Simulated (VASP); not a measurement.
Input for VASP

### POSCAR
```
W
1
   -1.5863514525     1.5863514525     1.5863514525
    1.5863514525    -1.5863514525     1.5863514525
    1.5863514525     1.5863514525    -1.5863514525
W
1
Direct
  0.0000000000   0.0000000000   0.0000000000
```

INCAR:
```
ALGO  =  Normal
EDIFF  =  1E-7
ENCUT  =  520
ISIF  =  2
ISMEAR  =  1
LASPH  =  .True.
LCHARG  =  .False.
LMAXMIX  =  6
LMIXTAU  =  .True.
LREAL  =  .False.
LWAVE  =  .False.
METAGGA  =  R2SCAN
NELM  =  100
PREC  =  Accurate
SIGMA  =  0.1
SYSTEM  =  W
```

File KPOINTS:
```
Automatic
0
G
16 16 16
```

POTCAR, in this order: W_sv (PBE.64 set). Program: vasp_std.

### Question
Write an equivalent input for Ansatz.

### Answer
One equivalent input (not run):
Ansatz 0.2 input:
```yaml
crystal:
  lattice:
    - [-1.5863515, 1.5863515, 1.5863515]
    - [1.5863515, -1.5863515, 1.5863515]
    - [1.5863515, 1.5863515, -1.5863515]
  atoms:
    - { symbol: W, position: [0.0000000, 0.0000000, 0.0000000] }
kpoints:
  mp_grid: { grid: [16, 16, 16] }
hamiltonian:
  xc: r2scan
  pseudopotentials: { kind: paw }
scf:
  occupations: { method: methfessel_paxton, width: 0.1 }
  max_iter: 100
output: { forces: true, stress: true, eigenvalues: true }
```
Limits of the translation: each code has its own PAW files, so the cut-off isn't converted (ENCUT is set for VASP's; basis.ecutwfc is left out, and Ansatz then takes the one that its files recommend); Ansatz stops its SCF on the density residual and VASP on the energy change (EDIFF).

The compound is W in the bcc structure. It was relaxed first.
